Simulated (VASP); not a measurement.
Method: PBE GGA with D4 dispersion, VASP's PBE PAW potentials (set 64) (plane waves; VASP).

VASP input:

KPOINTS:
```
k-points along high-symmetry lines
10
Line-mode
Reciprocal
  0.000000   0.000000   0.000000 ! GAMMA
 -0.000000   0.500000   0.000000 ! M

 -0.000000   0.500000   0.000000 ! M
 -0.333333   0.666667   0.000000 ! K

 -0.333333   0.666667   0.000000 ! K
  0.000000   0.000000   0.000000 ! GAMMA

  0.000000   0.000000   0.000000 ! GAMMA
  0.000000   0.000000   0.500000 ! A

  0.000000   0.000000   0.500000 ! A
 -0.000000   0.500000   0.500000 ! L

 -0.000000   0.500000   0.500000 ! L
 -0.333333   0.666667   0.500000 ! H

 -0.333333   0.666667   0.500000 ! H
  0.000000   0.000000   0.500000 ! A

 -0.000000   0.500000   0.500000 ! L
 -0.000000   0.500000   0.000000 ! M

 -0.333333   0.666667   0.500000 ! H
 -0.333333   0.666667   0.000000 ! K
```

**INCAR**
```
ALGO = Normal
EDIFF = 1E-7
ENCUT = 520
GGA = PE
ICHARG = 11
ISMEAR = 0
IVDW = 13
LASPH = .True.
LCHARG = .False.
LMAXMIX = 4
LORBIT = 11
LREAL = .False.
LWAVE = .False.
NELM = 100
PREC = Accurate
SIGMA = 0.05
SYSTEM = Tc
```

### POSCAR
```
Tc
1
    1.3647791920    -2.3638672907    -0.0000000000
    1.3647791920     2.3638672907    -0.0000000000
   -0.0000000000     0.0000000000     4.3727399139
Tc
2
Direct
  0.3333330000   0.6666670000   0.2500000000
  0.6666670000   0.3333330000   0.7500000000
```

POTCAR, in this order: Tc_pv (PBE.64 set). Program: vasp_std. Read from the step before: CHGCAR.

What VASP printed:

File OUTCAR:
```
 ion  position               nearest neighbor table
   1  0.333  0.667  0.250-   2 2.70   2 2.70   2 2.70   2 2.70   2 2.70   2 2.70
   2  0.667  0.333  0.750-   1 2.70   1 2.70   1 2.70   1 2.70   1 2.70   1 2.70
  LATTYP: Found a hexagonal cell.
 ALAT       =     2.7295587209
 C/A-ratio  =     1.6019951798
 Subroutine PRICEL returns:
 Original cell was already a primitive cell.
 Subroutine GETGRP returns: Found 24 space group operations
The static configuration has the point symmetry D_3d.
 The point group associated with its full space group is D_6h.
The dynamic configuration has the point symmetry D_3d.
 Subroutine INISYM returns: Found 24 space group operations
   k-points           NKPTS =     90   k-points in BZ     NKDIM =     90   number of bands    NBANDS=     17
   number of dos      NEDOS =    301   number of ions     NIONS =      2
   total plane-waves  NPLWV =  14400
   dimension x,y,z NGX =    20 NGY =   20 NGZ =   36
   dimension x,y,z NGXF=    40 NGYF=   40 NGZF=   72
   ions per type =               2
   PREC   = accura    normal or accurate (medium, high low for compatibility)
   ISTART =      0    job   : 0-new  1-cont  2-samecut
   ICHARG =     11    charge: 1-file 2-atom 10-const
   ISPIN  =      1    spin polarized calculation?
   LNONCOLLINEAR =      F non collinear calculations
   LSORBIT =      F    spin-orbit coupling
   INIWAV =      1    electr: 0-lowe 1-rand  2-diag
   ENCUT  =  520.0 eV  38.22 Ry    6.18 a.u.   5.08  5.08  8.13*2*pi/ulx,y,z
   NELM   =    100;   NELMIN=  2; NELMDL= -5     # of ELM steps
   EDIFF  = 0.1E-06   stopping-criterion for ELM
   LREAL  =      F    real-space projection
   NLSPLINE    = F    spline interpolate recip. space projectors
   LMAXMIX     =    4 max onsite mixed and CHGCAR
   VOSKOWN=      0    Vosko Wilk Nusair interpolation
   EDIFFG = 0.1E-05   stopping-criterion for IOM
   NSW    =      0    number of steps for IOM
   NBLOCK =      1;   KBLOCK =      1    inner block; outer block
   IBRION =     -1    ionic relax: 0-MD 1-quasi-New 2-CG
   NFREE  =      0    steps in history (QN), initial steepest desc. (CG)
   ISIF   =      2    stress and relaxation
   ISYM   =      2    0-nonsym 1-usesym 2-fastsym
   TEIN   =    0.0    initial temperature
   TEBEG  =    0.0;   TEEND  =   0.0 temperature during run
   SMASS  =  -3.00    Nose mass-parameter (am)
   PSTRESS=    0.0 pullay stress
   NELECT =      26.0000    total number of electrons
   EFERMI =   0.00;   METHOD = LEGACY
   ISMEAR =     0;   SIGMA  =   0.05  broadening in eV -4-tet -1-fermi 0-gaus
   IALGO  =     38    algorithm
   LDIAG  =      T    sub-space diagonalisation (order eigenvalues)
   IMIX   =      4    mixing-type and parameters
     AMIX     =   0.40;   BMIX     =  1.00
     AMIX_MAG =   1.60;   BMIX_MAG =  1.00
     AMIN     =   0.10
   GGA     = PE    functional components
   VOSKOWN =     0    Vosko Wilk Nusair interpolation
   LHFCALC =     F    Hartree Fock is set to
   LHFONE  =     F    Hartree Fock one center treatment
   AEXX    =    0.0000 exact exchange contribution
   IVDW    =    13    specifies the selected vdW correction
   LEPSILON=     F    determine dielectric tensor
   LRPA    =     F    only Hartree local field effects (RPA)
  energy-cutoff  :      520.00
  volume of cell :       28.21
      direct lattice vectors                 reciprocal lattice vectors
     1.364779192 -2.363867291  0.000000000     0.366359630 -0.211517796  0.000000000
     1.364779192  2.363867291  0.000000000     0.366359630  0.211517796  0.000000000
     0.000000000  0.000000000  4.372739914     0.000000000  0.000000000  0.228689568
 k-point     1 :   0.0000 0.0000 0.0000  plane waves:     761
 k-point     2 :   0.0000 0.0556 0.0000  plane waves:     743
 k-point     3 :   0.0000 0.1111 0.0000  plane waves:     745
 k-point     4 :   0.0000 0.1667 0.0000  plane waves:     749
 k-point     5 :   0.0000 0.2222 0.0000  plane waves:     759
 k-point     6 :   0.0000 0.2778 0.0000  plane waves:     753
 k-point     7 :   0.0000 0.3333 0.0000  plane waves:     759
 k-point     8 :   0.0000 0.3889 0.0000  plane waves:     765
...
```

File OSZICAR:
```
       N       E                     dE             d eps       ncg     rms          rms(c)
DAV:   1     0.313051872120E+03    0.31305E+03   -0.17169E+04  3068   0.162E+03
DAV:   2    -0.128221910861E+02   -0.32587E+03   -0.32240E+03  3415   0.457E+02
DAV:   3    -0.207005332277E+02   -0.78783E+01   -0.76044E+01  3670   0.798E+01
DAV:   4    -0.207679336307E+02   -0.67400E-01   -0.66897E-01  3280   0.760E+00
DAV:   5    -0.207685753215E+02   -0.64169E-03   -0.64163E-03  3535   0.716E-01
DAV:   6    -0.207685857268E+02   -0.10405E-04   -0.10406E-04  3544   0.798E-02
DAV:   7    -0.207685859357E+02   -0.20898E-06   -0.20733E-06  3543   0.972E-03
DAV:   8    -0.207685859393E+02   -0.35552E-08   -0.52796E-08  2124   0.138E-03
   1 F= -.21995359E+02 E0= -.21992298E+02  d E =-.612192E-02
```

OUTCAR:
```
 val. band max:       12.7980011369   @ k =   0.0000   0.0000   0.0556

 cond. band min:      12.8101011998   @ k =  -0.1481   0.2963   0.0000



 k-point     1 :       0.0000    0.0000    0.0000
  band No.  band energies     occupation
      1     -26.6036      2.00000
      2     -25.4430      2.00000
      3     -25.4430      2.00000
      4     -25.2476      2.00000
      5     -25.2476      2.00000
      6     -25.2078      2.00000
      7       5.5213      2.00000
      8       7.3821      2.00000
      9      11.3055      2.00000
     10      11.3055      2.00000
     11      11.3868      2.00000
     12      12.0419      2.00000
     13      12.0419      2.00000
     14      12.7477      1.92055
     15      12.7478      1.92040
     16      14.6223      0.00000
     17      15.4683      0.00000

 k-point     2 :       0.0000    0.0556    0.0000
  band No.  band energies     occupation
      1     -26.5904      2.00000
      2     -25.4729      2.00000
      3     -25.4528      2.00000
      4     -25.2787      2.00000
      5     -25.2516      2.00000
      6     -25.2134      2.00000
      7       5.6400      2.00000
      8       7.4794      2.00000
      9      11.0094      2.00000
     10      11.4070      2.00000
     11      11.6471      2.00000
     12      11.9773      2.00000
     13      12.1365      2.00000
     14      12.6070      2.00000
     15      12.6655      1.99996
     16      13.8427      0.00000
     17      15.5213      0.00000

 k-point     3 :       0.0000    0.1111    0.0000
  band No.  band energies     occupation
      1     -26.5516      2.00000
      2     -25.5592      2.00000
      3     -25.4805      2.00000
      4     -25.3674      2.00000
      5     -25.2638      2.00000
      6     -25.2302      2.00000
      7       5.9824      2.00000
      8       7.7463      2.00000
      9      10.6308      2.00000
     10      11.7068      2.00000
     11      11.7617      2.00000
     12      12.0114      2.00000
...
```

The density is held fixed in this step, so its total energy and stress have no physical meaning.

The compound is Tc in the hcp structure. It was relaxed first.
